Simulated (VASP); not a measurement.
# WSe2: which input changes matter

Aim: change the input of a sound run on WSe2 piece by piece and see what each change does. All runs use PBEsol. The start is a cell from a database of measured crystal structures.

Calculated with VASP 6.6.1; PBEsol; plane waves and PAW (W, Se).

The database entry behind the starting cell differs from later determinations by our own check (a about 0.2 % long), so it need not match the best structure at ambient conditions.

## (1) The structure

Symmetry: P6_3/mmc, No. 194, hexagonal system. Conventional cell: a = 3.290 Å, b = 3.290 Å, c = 12.970 Å, α = 90.00°, β = 90.00°, γ = 120.00°. Nearest to W lie 6 Se at 2.53 Å. Nearest to Se lie 3 W at 2.53 Å. Farther neighbours and most contacts between anions are not listed.

## (2) Reference run

A single point writes out the density, ELF and the potential. PBEsol restores the gradient expansion of exchange and is tuned for the cells of solids.

INCAR

```
SYSTEM = WSe2
PREC = Accurate
ENCUT = 400
EDIFF = 1E-06
NELM = 100
ISMEAR = -1
SIGMA = 0.05
LREAL = .FALSE.
ALGO = Normal
GGA = PS
NBANDS = 24
LASPH = .TRUE.
LORBIT = 11
LWAVE = .FALSE.
LCHARG = .TRUE.
ISIF = 2
LELF = .TRUE.
LVHAR = .TRUE.
```

POSCAR

```
WSe2
1.0
    3.2900000000      0.0000000000      0.0000000000
   -1.6450000000      2.8492235785      0.0000000000
    0.0000000000      0.0000000000     12.9700000000
W Se
2 4
Direct
    0.3333333333      0.6666666667      0.2500000000
    0.6666666667      0.3333333333      0.7500000000
    0.3333333333      0.6666666667      0.6210000000
    0.6666666667      0.3333333333      0.1210000000
    0.3333333333      0.6666666667      0.8790000000
    0.6666666667      0.3333333333      0.3790000000
```

KPOINTS

```
Automatic mesh
0
Gamma
7 7 2
0 0 0
```

The projector-augmented-wave data sets are W and Se (PBE family, release 64).

Run with:

```console
mpirun -np 4 vasp_std
```

The program printed:

```text
[banner, memory and clock lines left out]
running    4 mpi-ranks, on    1 nodes
 distrk:  each k-point on    4 cores,    1 groups
 distr:  one band on    1 cores,    4 groups

 POSCAR found type information on POSCAR W Se
 POSCAR found :  2 types and       6 ions
|                                                                             |
|               ----> ADVICE to this user running VASP <----                  |
|                                                                             |
|     You enforced a specific xc type in the INCAR file but a different       |
|     [... a line on the potential file left out ...]
|     I HOPE YOU KNOW WHAT YOU ARE DOING!                                     |
|                                                                             |

 LDA part: xc-table for (Slater+PW92), standard interpolation
 POSCAR, INCAR and KPOINTS ok, starting setup
 FFT: planning ... GRIDC
 FFT: planning ... GRID_SOFT
 FFT: planning ... GRID
 WAVECAR not read
 entering main loop
       N       E                     dE             d eps       ncg     rms          rms(c)
DAV:   1     0.154490473032E+03    0.15449E+03   -0.13485E+04   768   0.106E+03
DAV:   2    -0.366524685236E+02   -0.19114E+03   -0.18429E+03  1056   0.237E+02
DAV:   3    -0.485039988059E+02   -0.11852E+02   -0.11759E+02  1008   0.592E+01
DAV:   4    -0.487305185636E+02   -0.22652E+00   -0.22577E+00  1016   0.881E+00
DAV:   5    -0.487355454862E+02   -0.50269E-02   -0.50220E-02  1040   0.107E+00    0.322E+01
DAV:   6    -0.471219105142E+02    0.16136E+01   -0.76627E+00  1128   0.131E+01    0.127E+01
DAV:   7    -0.468601929224E+02    0.26172E+00   -0.40457E+00  1048   0.103E+01    0.797E+00
DAV:   8    -0.466679813424E+02    0.19221E+00   -0.62932E-01  1080   0.475E+00    0.587E-01
DAV:   9    -0.466665220119E+02    0.14593E-02   -0.53809E-02  1000   0.125E+00    0.415E-01
DAV:  10    -0.466658041387E+02    0.71787E-03   -0.55178E-03  1032   0.420E-01    0.227E-01
DAV:  11    -0.466657654060E+02    0.38733E-04   -0.69582E-04   928   0.137E-01    0.162E-01
DAV:  12    -0.466657649417E+02    0.46434E-06   -0.20149E-04  1096   0.807E-02    0.357E-02
DAV:  13    -0.466657661498E+02   -0.12081E-05   -0.15268E-05  1128   0.209E-02    0.102E-02
DAV:  14    -0.466657660152E+02    0.13461E-06   -0.11363E-06   696   0.635E-03
   1 F= -.46665766E+02 E0= -.46665765E+02  d E =-.135545E-05
```

It took 7.8 s on 4 MPI ranks of Intel Xeon 6975P-C (Granite Rapids), shared host; peak memory 0.56 GiB.

Lines that name or quote the potential files are left out of all logs, and their timing lines are given in words.

From OUTCAR (step 2):

```text
ion  position               nearest neighbor table
   1  0.333  0.667  0.250-   4 2.53   6 2.53   4 2.53   6 2.53   4 2.53   6 2.53
   2  0.667  0.333  0.750-   3 2.53   5 2.53   3 2.53   5 2.53   3 2.53   5 2.53
   3  0.333  0.667  0.621-   2 2.53   2 2.53   2 2.53
   4  0.667  0.333  0.121-   1 2.53   1 2.53   1 2.53
   5  0.333  0.667  0.879-   2 2.53   2 2.53   2 2.53
   6  0.667  0.333  0.379-   1 2.53   1 2.53   1 2.53

  LATTYP: Found a hexagonal cell.
 ALAT       =     3.2900000000
 C/A-ratio  =     3.9422492401

 Subroutine GETGRP returns: Found 24 space group operations
 (whereof 12 operations were pure point group operations)

The static configuration has the point symmetry D_3d.
 The point group associated with its full space group is D_6h.

 Found     16 irreducible k-points:

   k-points           NKPTS =     16   k-points in BZ     NKDIM =     16   number of bands    NBANDS=     24

   dimension x,y,z NGX =    24 NGY =   24 NGZ =   90
   dimension x,y,z NGXF=    48 NGYF=   48 NGZF=  180

   ENCUT  =  400.0 eV  29.40 Ry    5.42 a.u.   5.37  5.37 21.15*2*pi/ulx,y,z

   NELECT =      36.0000    total number of electrons

 k-points in reciprocal lattice and weights: Automatic mesh
   0.00000000  0.00000000  0.00000000       0.010
   0.14285714  0.00000000  0.00000000       0.061
   0.28571429  0.00000000  0.00000000       0.061
   0.42857143  0.00000000  0.00000000       0.061
   0.14285714  0.14285714  0.00000000       0.061
   0.28571429  0.14285714  0.00000000       0.122
   0.42857143  0.14285714  0.00000000       0.061
   0.28571429  0.28571429  0.00000000       0.061
   0.00000000  0.00000000  0.50000000       0.010
[...]
0.42857143  0.14285714  0.50000000       0.061
   0.28571429  0.28571429  0.50000000       0.061

 average (electrostatic) potential at core
       1 -40.5037       2 -40.5037       3 -53.1939       4 -53.1939       5 -53.1939
       6 -53.1939

 E-fermi :   5.6584

 k-point     1 :       0.0000    0.0000    0.0000
  band No.  band energies     occupation
    ...
     14       3.6760      2.00000
     15       3.6760      2.00000
     16       4.0381      2.00000
     17       4.1470      2.00000
     18       5.1664      1.99989
     19       7.8217      0.00000
     20       7.8218      0.00000
     21       7.8742      0.00000
     22       7.8743      0.00000
     23       7.9229      0.00000
    ...

 k-point     2 :       0.1429    0.0000    0.0000
  band No.  band energies     occupation
    ...
     14       3.2187      2.00000
     15       3.4430      2.00000
     16       4.0784      2.00000
     17       4.2611      2.00000
     18       4.6640      2.00000
     19       7.0018      0.00000
     20       7.3728      0.00000
     21       7.5368      0.00000
     22       7.5530      0.00000
     23       7.6468      0.00000
    ...

 k-point     3 :       0.2857    0.0000    0.0000
  band No.  band energies     occupation
    ...
     14       3.3931      2.00000
     15       3.4866      2.00000
     16       3.5058      2.00000
     17       3.6167      2.00000
     18       3.8063      2.00000
     19       6.5060      0.00000
     20       7.0904      0.00000
     21       7.3189      0.00000
     22       7.4305      0.00000
     23       7.5509      0.00000
    ...

  Total       -1.4523318     -1.4523318     -0.5958521      0.0000000      0.0000000     -0.0000000
  in kB      -19.1387695    -19.1387695     -7.8521146      0.0000000      0.0000000     -0.0000000
  external PRESSURE =     -15.3765512 kB  Pullay stress =       0.0000000 kB

  energy-cutoff  :      400.00
  volume of cell :      121.58
      direct lattice vectors                 reciprocal lattice vectors
     3.290000000  0.000000000  0.000000000     0.303951368  0.175486404  0.000000000
    -1.645000000  2.849223579  0.000000000     0.000000000  0.350972808  0.000000000
     0.000000000  0.000000000 12.970000000     0.000000000  0.000000000  0.077101002

 POSITION                                       TOTAL-FORCE (eV/Angst)
 -----------------------------------------------------------------------------------
     -0.00000      1.89948      3.24250         0.000000     -0.000000     -0.000000
      1.64500      0.94974      9.72750        -0.000000     -0.000000     -0.000000
     -0.00000      1.89948      8.05437        -0.000000      0.000000      0.151857
      1.64500      0.94974      1.56937         0.000000      0.000000      0.151857
     -0.00000      1.89948     11.40063        -0.000000      0.000000     -0.151857
      1.64500      0.94974      4.91563         0.000000     -0.000000     -0.151857
 -----------------------------------------------------------------------------------
    total drift:                               -0.000000      0.000000     -0.000000

  FREE ENERGIE OF THE ION-ELECTRON SYSTEM (eV)
  ---------------------------------------------------
  free  energy   TOTEN  =       -46.6657660152 eV

  energy  without entropy=      -46.6657646598  energy(sigma->0) =      -46.66576534

 total charge
# of ion       s       p       d       tot
------------------------------------------
    1        0.535   0.620   4.215   5.370
    2        0.535   0.620   4.215   5.370
    3        1.477   2.338   0.071   3.886
    4        1.477   2.338   0.071   3.886
    5        1.477   2.338   0.071   3.886
    6        1.477   2.338   0.071   3.886
--------------------------------------------------
tot          6.977  10.594   8.712  26.283

[... 3 further parts left out ...]
```

The gap is read on the k-mesh alone, so it is an upper bound where the band edges lie off the mesh, and a coarse mesh can show a gap where there is none. The PAW data sets were made with PBE, which is usual practice but a small mismatch for other functionals. The data set W keeps the semicore shell frozen, which is cheaper and a little less accurate.

This step gave:

| Quantity | Value |
| --- | --- |
| SCF cycles | 14 |
| electrons | 36 |
| bands | 24 |
| irreducible k-points | 16 |
| symmetry operations | 24 |
| free energy (TOTEN) | -46.67 eV |
| Fermi energy | 5.658 eV |
| pressure | -1.538 GPa |
| metallic, judged on the points sampled | no |
| valence top at k | 0, 0, 0 |
| conduction bottom at k | 0.1429, 0.1429, 0 |
| least direct gap at k | 0.2857, 0.2857, 0 |
| gap on the k-mesh | 1.080 eV |
| least direct gap on the k-mesh | 1.949 eV |

Force by atom:

```tsv
atom	x (eV/Å)	y (eV/Å)	z (eV/Å)	size
W1	0.000	0.000	0.000	0.000
W2	0.000	0.000	0.000	0.000
Se3	0.000	0.000	0.152	0.152
Se4	0.000	0.000	0.152	0.152
Se5	0.000	0.000	-0.152	0.152
Se6	0.000	0.000	-0.152	0.152
```

Electrostatic potential energy in the ac plane at fractional y = 0.333, with atoms of W and Se within 0.2 Å of it. With pseudopotentials it is smooth inside the atoms' cores, unlike the true potential.

Ten even steps from '_' (-48 eV) to '@' (4 eV), each cell a mean:
```
@@@@@@@@@@@@@@@@@@@@@@@@@@@@@@@@@@
@@@@%%%%%%@@@@@@@@@@@@@@@@@@@@@@@@
%%%%######%%%%@@@@@@@@@@@@@@@@@@@@
%%%%%%%%%%%%%%%%%%%%%%%%%%%%%%%%%%
%%%%@@@@@@%%%%##**++++++++++****##
##%%@@@@@@%%##**==----::::--==++**
##%%@@@@@@%%##**++==--------==++**
%%%%%%%%%%%%%%%%####********####%%
%%%%######%%%%%%@@@@@@@@@@@@@@@@%%
%%%%######%%%%@@@@@@@@@@@@@@@@@@@@
@@@@@@@@@@@@@@@@@@@@@@@@@@@@@@@@@@
@@@@@@@@@@@@@@@@@@@@@@@@@@@@@@@@@@
@@@@@@@@@@@@@@@@@@@@@@%%%%@@@@@@@@
@@@@@@@@@@@@@@%%**==::::::::==##%%
%%@@@@@@@@@@%%++____::==--..__::**
%%@@@@@@@@%%%%**--____....__..==##
%%%%%%%%%%%%%%%%%%##********##%%%%
####******####%%%%@@@@@@@@@@@@%%%%
############%%%%%%%%%%%%%%%%%%%%%%
%%%%%%%%%%%%%%%%##++------==++##%%
%%@@@@@@@@%%%%++..__..--::____::**
%%@@@@@@@@@@%%**::____::::____--##
@@@@@@@@@@@@@@@@%%**++++++++##%%@@
@@@@@@@@@@@@@@@@@@@@@@@@@@@@@@@@@@
```
Columns run along a (3.3 Å; values clipped at the 3rd and 97th percentile), rows up along c (13.0 Å). Atoms in or near the plane, at fractional coordinates: W at (0.67, 0.75), Se at (0.67, 0.12), Se at (0.67, 0.38).

Valence density in the ac plane at fractional y = 0.333, with atoms of W and Se within 0.2 Å of it. It is the smooth field of the valence electrons, not physical close to the nuclei.

Values in e/Å³, 24 rows by 14 columns, each cell a mean:
```
0.08 0.09 0.10 0.09 0.08 0.07 0.06 0.05 0.04 0.04 0.04 0.05 0.05 0.06
0.21 0.26 0.29 0.29 0.24 0.18 0.13 0.09 0.07 0.06 0.06 0.08 0.10 0.15
0.38 0.46 0.50 0.49 0.43 0.33 0.25 0.18 0.15 0.13 0.13 0.16 0.20 0.28
0.41 0.45 0.47 0.47 0.43 0.38 0.33 0.30 0.28 0.28 0.28 0.28 0.31 0.35
0.33 0.32 0.31 0.31 0.32 0.36 0.41 0.48 0.54 0.57 0.56 0.50 0.44 0.38
0.31 0.25 0.23 0.24 0.28 0.38 0.52 0.62 0.70 0.79 0.75 0.66 0.57 0.45
0.31 0.26 0.25 0.25 0.28 0.37 0.48 0.58 0.65 0.71 0.68 0.61 0.54 0.42
0.36 0.37 0.37 0.37 0.36 0.36 0.37 0.40 0.44 0.46 0.45 0.42 0.38 0.36
0.42 0.48 0.51 0.50 0.46 0.38 0.31 0.25 0.22 0.21 0.21 0.23 0.27 0.33
0.33 0.41 0.45 0.44 0.38 0.28 0.20 0.15 0.11 0.10 0.10 0.12 0.17 0.23
0.15 0.18 0.20 0.20 0.17 0.13 0.09 0.07 0.05 0.04 0.05 0.06 0.07 0.10
0.06 0.06 0.06 0.06 0.06 0.05 0.05 0.06 0.06 0.06 0.06 0.06 0.06 0.05
0.07 0.05 0.04 0.04 0.06 0.09 0.15 0.21 0.27 0.31 0.30 0.24 0.18 0.12
0.19 0.11 0.08 0.09 0.14 0.28 0.47 0.67 0.79 0.81 0.81 0.74 0.58 0.37
0.34 0.20 0.15 0.16 0.26 0.49 0.73 0.76 0.45 0.10 0.24 0.62 0.79 0.63
0.38 0.25 0.20 0.22 0.31 0.50 0.71 0.79 0.65 0.45 0.53 0.73 0.78 0.61
0.33 0.28 0.26 0.27 0.30 0.37 0.45 0.53 0.57 0.59 0.58 0.55 0.49 0.41
0.33 0.36 0.38 0.38 0.35 0.31 0.28 0.26 0.25 0.25 0.25 0.25 0.27 0.29
0.32 0.33 0.34 0.33 0.33 0.32 0.32 0.32 0.33 0.33 0.33 0.32 0.32 0.32
0.34 0.27 0.23 0.24 0.30 0.42 0.55 0.67 0.71 0.70 0.70 0.70 0.62 0.48
0.38 0.24 0.19 0.20 0.30 0.53 0.75 0.77 0.47 0.13 0.27 0.64 0.80 0.65
0.29 0.17 0.12 0.13 0.22 0.43 0.67 0.79 0.65 0.45 0.54 0.74 0.76 0.56
0.13 0.08 0.06 0.07 0.10 0.19 0.33 0.49 0.62 0.68 0.66 0.57 0.41 0.26
0.05 0.04 0.04 0.04 0.05 0.06 0.09 0.12 0.15 0.17 0.16 0.14 0.11 0.08
```
Columns run along a (3.3 Å), rows up along c (13.0 Å). Atoms in or near the plane, at fractional coordinates: W at (0.67, 0.75), Se at (0.67, 0.12), Se at (0.67, 0.38).

ELF in the ac plane at fractional y = 0.333, with atoms of W and Se within 0.2 Å of it. It is the smooth field of the valence electrons, not physical close to the nuclei.

Ten even steps from '0' (0.00) to '9' (0.93), each cell a mean:
```
23444311000000001
67887754210000124
78888776432112346
77777765432223356
45555443211111123
23443221000000011
23444321100000012
56666654322222234
77777776432222356
78888765321111246
56777642100000013
11221100011111100
20000124678888764
63101478999999998
74213689987667898
74223578887667888
42112356776667765
22222222222222222
22111233444444443
53212467887777877
75223688886557888
74112589998888998
52001368999999997
10000012456666432
```
Columns run along a (3.3 Å), rows up along c (13.0 Å). Atoms in or near the plane, at fractional coordinates: W at (0.67, 0.75), Se at (0.67, 0.12), Se at (0.67, 0.38).

The pressure is -1.54 GPa and the largest force 0.152 eV/Å, so the cell is not at a minimum at these settings.

## (3) Self-consistent run (PBEsol) with a changed input

A single point gives energy, forces and stress at these settings. Some settings are moved from the usual, to see what they do.

INCAR

```
SYSTEM = WSe2
PREC = Accurate
ENCUT = 400
EDIFF = 1E-05
NELM = 100
ISMEAR = -1
SIGMA = 0.05
LREAL = .FALSE.
ALGO = Normal
GGA = PS
NBANDS = 24
LASPH = .TRUE.
LORBIT = 11
LWAVE = .FALSE.
LCHARG = .FALSE.
KPAR = 4
ISIF = 2
```

POSCAR is that of step 2.

KPOINTS is that of step 2.

Run with:

```console
mpirun -np 4 vasp_std
```

The program printed:

```text
[banner, memory and clock lines left out]
running    4 mpi-ranks, on    1 nodes
 distrk:  each k-point on    1 cores,    4 groups
 distr:  one band on    1 cores,    1 groups

 POSCAR found type information on POSCAR W Se
 POSCAR found :  2 types and       6 ions
 [... a notice as in an earlier step ...]

 LDA part: xc-table for (Slater+PW92), standard interpolation
 POSCAR, INCAR and KPOINTS ok, starting setup
 FFT: planning ... GRIDC
 FFT: planning ... GRID_SOFT
 FFT: planning ... GRID
 WAVECAR not read
 entering main loop
       N       E                     dE             d eps       ncg     rms          rms(c)
[... 1 cycle as in an earlier step ...]
DAV:   2    -0.366524685235E+02   -0.19114E+03   -0.18429E+03  1056   0.237E+02
[... 1 cycle as in an earlier step ...]
DAV:   4    -0.487305185635E+02   -0.22652E+00   -0.22577E+00  1016   0.881E+00
[... 1 cycle as in an earlier step ...]
DAV:   6    -0.471219105141E+02    0.16136E+01   -0.76627E+00  1128   0.131E+01    0.127E+01
[... 1 cycle as in an earlier step ...]
DAV:   8    -0.466679813423E+02    0.19221E+00   -0.62932E-01  1080   0.475E+00    0.587E-01
DAV:   9    -0.466665220117E+02    0.14593E-02   -0.53809E-02  1000   0.125E+00    0.415E-01
[... 1 cycle as in an earlier step ...]
DAV:  11    -0.466657654061E+02    0.38733E-04   -0.69582E-04   928   0.137E-01    0.162E-01
DAV:  12    -0.466657649417E+02    0.46440E-06   -0.20149E-04  1096   0.807E-02    0.357E-02
DAV:  13    -0.466657659033E+02   -0.96168E-06   -0.12803E-05   656   0.209E-02
   1 F= -.46665766E+02 E0= -.46665765E+02  d E =-.135465E-05
```

Wall time 9.6 s (4 MPI ranks); peak memory 0.88 GiB.

OUTCAR, selected parts (step 3):

```text
 Found     16 irreducible k-points:

   NELECT =      36.0000    total number of electrons

 E-fermi :   5.6581

 k-point     1 :       0.0000    0.0000    0.0000
  band No.  band energies     occupation
    ...
     14       3.6758      2.00000
     15       3.6758      2.00000
     16       4.0378      2.00000
     17       4.1469      2.00000
     18       5.1661      1.99989
     19       7.8216      0.00000
     20       7.8216      0.00000
     21       7.8740      0.00000
     22       7.8742      0.00000
     23       7.9227      0.00000
    ...

 k-point     2 :       0.1429    0.0000    0.0000
  band No.  band energies     occupation
    ...
     14       3.2186      2.00000
     15       3.4429      2.00000
     16       4.0781      2.00000
     17       4.2610      2.00000
     18       4.6638      2.00000
     19       7.0016      0.00000
     20       7.3725      0.00000
     21       7.5366      0.00000
     22       7.5528      0.00000
     23       7.6466      0.00000
    ...

  Total       -1.4511977     -1.4511977     -0.5903404     -0.0000000      0.0000000      0.0000000
  in kB      -19.1238249    -19.1238249     -7.7794823     -0.0000000      0.0000000      0.0000000
  external PRESSURE =     -15.3423774 kB  Pullay stress =       0.0000000 kB

 POSITION                                       TOTAL-FORCE (eV/Angst)
 -----------------------------------------------------------------------------------
     -0.00000      1.89948      3.24250         0.000000     -0.000000     -0.000000
      1.64500      0.94974      9.72750         0.000000      0.000000     -0.000000
     -0.00000      1.89948      8.05437         0.000000     -0.000000      0.152451
      1.64500      0.94974      1.56937        -0.000000      0.000000      0.152451
     -0.00000      1.89948     11.40063         0.000000     -0.000000     -0.152451
      1.64500      0.94974      4.91563        -0.000000      0.000000     -0.152451
 -----------------------------------------------------------------------------------
    total drift:                               -0.000000      0.000000     -0.000000

  FREE ENERGIE OF THE ION-ELECTRON SYSTEM (eV)
  ---------------------------------------------------
  free  energy   TOTEN  =       -46.6657659033 eV

  energy  without entropy=      -46.6657645487  energy(sigma->0) =      -46.66576523

 total charge
# of ion       s       p       d       tot
------------------------------------------
    1        0.535   0.620   4.215   5.370
    2        0.535   0.620   4.215   5.370
    3        1.477   2.338   0.071   3.886
    4        1.477   2.338   0.071   3.886
    5        1.477   2.338   0.071   3.886
    6        1.477   2.338   0.071   3.886
--------------------------------------------------
tot          6.977  10.593   8.713  26.283

[... 9 parts as in an earlier step ...]

[... 5 further parts left out ...]
```

Numbers from this step:

* SCF cycles: 13
* pressure: -1.534 GPa

Force by atom:

```tsv
atom	x (eV/Å)	y (eV/Å)	z (eV/Å)	size
W1	0.000	0.000	0.000	0.000
W2	0.000	0.000	0.000	0.000
Se3	0.000	0.000	0.152	0.152
Se4	0.000	0.000	0.152	0.152
Se5	0.000	0.000	-0.152	0.152
Se6	0.000	0.000	-0.152	0.152
```

Energy and pressure equal those of the reference run, within 0.01 meV an atom and 0.01 GPa.

The run ends at a pressure of -1.53 GPa, with forces up to 0.15 eV/Å.

(Part 1 of 3 ends here.)

[Lines on the potential files, build, host, timing and source positions are cut from VASP's logs without a mark.]

[Logs are printed without paths, hosts, clocks, repeated set-up lines and the standing remarks that a program may print on its own settings, such as how far it seeks lower states.]

[Hosts, paths, dates, database ids (printed as entryN), source tags and the programs' standing remarks are cut or masked in the printed files.]

[A measured line is paired with the nearest computed mode of its activity, which favours agreement.]

[In band tables of VASP the shares of atoms and orbitals are scaled to a sum of 1 inside the atoms' spheres.]
